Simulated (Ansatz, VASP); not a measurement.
# ScTaN in VASP and in Ansatz

INCAR

```
SYSTEM = ScTaN
PREC = Accurate
ENCUT = 520
EDIFF = 1E-7
ISMEAR = -1
SIGMA = 0.05
LREAL = .False.
LASPH = .True.
NELM = 80
ALGO = Normal
ISIF = 2
LWAVE = .False.
LCHARG = .False.
GGA = PE
NBANDS = 36
```

KPOINTS

```
Automatic mesh
0
Gamma
  10 10 3
  0 0 0
```

Contents of POSCAR:

```
ScTaN
1.0
    3.0850655424      0.0000000000      0.0000000000
   -1.5425327712      2.6717451321      0.0000000000
    0.0000000000      0.0000000000     10.3401360000
Ta Sc N
2 2 2
Direct
    0.3285960000      0.6572480000      0.2489040000
    0.6696490000      0.3366880000      0.7472010000
    0.0211850000     -0.0055510000     -0.0032500000
    0.0043380000     -0.0182150000      0.4988000000
    0.3459190000      0.6802090000      0.6327580000
    0.6575470000      0.3125830000      0.3725460000
```

input.yaml

```yaml
crystal:
  lattice:
    - [3.0850655424, 0.0, 0.0]
    - [-1.5425327712, 2.6717451321, 0.0]
    - [0.0, 0.0, 10.340136]
  atoms:
    - { symbol: Ta, position: [0.328596, 0.657248, 0.248904] }
    - { symbol: Ta, position: [0.669649, 0.336688, 0.747201] }
    - { symbol: Sc, position: [0.021185, -0.005551, -0.00325] }
    - { symbol: Sc, position: [0.004338, -0.018215, 0.4988] }
    - { symbol: "N", position: [0.345919, 0.680209, 0.632758] }
    - { symbol: "N", position: [0.657547, 0.312583, 0.372546] }
hamiltonian:
  xc: pbe
  pseudopotentials: { kind: paw }
kpoints:
  mp_grid: { grid: [10, 10, 3] }
scf:
  occupations: { method: fermi_dirac, width: 0.05 }
output:
  forces: true
  stress: true
  eigenvalues: true
```

Change from the starting cell: atoms moved at random, drawn with an rms of 0.05 Å.

Alike in both runs: task single point; functional PBE; k mesh 10 × 10 × 3; occupations fermi-dirac, width 0.05 eV; no spin polarisation.

|  | VASP | Ansatz |
| --- | --- | --- |
| version | VASP 6.6.1 | Ansatz 0.2.0 |
| potentials or method | VASP PAW PBE potentials, release 64 (Ta_pv, Sc_sv, N) | Ansatz PAW |
| plane-wave cutoff (eV) | 520 | 420 |
| valence electrons in the cell | 54 | 58 |

Ansatz gave:

| Item | Value |
| --- | --- |
| gap on the k mesh at the Fermi level (eV) | none |
| pressure (GPa) | 1.8 |
| largest component of the traceless stress (GPa) | 0.37 |
| rms of the force components (eV/Å) | 0.488 |

Q: What did VASP give for the same quantities?

A: gap on the k mesh at the Fermi level (eV): none; pressure (GPa): 2.3; largest component of the traceless stress (GPa): 0.38; rms of the force components (eV/Å): 0.497.

Atom by atom the forces differ by 0.016 eV/Å (rms over components). A gap of «none» marks a metal or a gap that the smearing closes. The two sets of potentials don't hold the same shells in valence.

Spin-orbit coupling is left out, which matters for the levels of Ta.
